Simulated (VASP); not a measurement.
Crystal: CdF2.

```xyz
3
Lattice="0.0000 2.6940 2.6940 2.6940 0.0000 2.6940 2.6940 2.6940 0.0000" Properties=species:S:1:pos:R:3 pbc="T T T"
Cd    0.0000    0.0000    0.0000
F     1.3470    1.3470    1.3470
F     4.0410    4.0410    4.0410
```

| Property | Result |
| --- | --- |
| Program | VASP 6.6.1 |
| Task | relaxation of cell and atoms |
| Functional | LDA |
| Potentials or basis | VASP PAW LDA potentials, release 64 (Cd, F) |
| Cutoff | 600 eV |
| k mesh | 8 × 8 × 8 |
| Occupations | gaussian, width 0.02 eV |
| Spin | no spin polarisation |

At the start: pressure -4.9 GPa; volume 13.03 Å³/atom.

Q: How do energy, volume and symmetry change on relaxing?

A: Over 3 steps the energy falls by 8.8 meV/atom and the volume is 12.49 Å³/atom (-4.2 %); space group Fm-3m (No. 225, to 0.05 Å).

The path:
```tsv
step	energy change (eV)	largest force (eV/Å)	pressure (GPa)	volume (Å³)
1	0.0000	0.0000	-4.93	39.10
2	-0.0228	0.0000	2.11	36.88
3	-0.0265	0.0000	-0.06	37.46
```

Final structure:
```cif
data_structure
_symmetry_space_group_name_H-M 'P 1'
_symmetry_Int_Tables_number 1
_cell_length_a 3.7557
_cell_length_b 3.7557
_cell_length_c 3.7557
_cell_angle_alpha 60.000
_cell_angle_beta 60.000
_cell_angle_gamma 60.000
_cell_volume 37.46
loop_
_atom_site_label
_atom_site_type_symbol
_atom_site_fract_x
_atom_site_fract_y
_atom_site_fract_z
_atom_site_occupancy
Cd1 Cd 0.00000 0.00000 0.00000 1
F1 F 0.25000 0.25000 0.25000 1
F2 F 0.75000 0.75000 0.75000 1
```
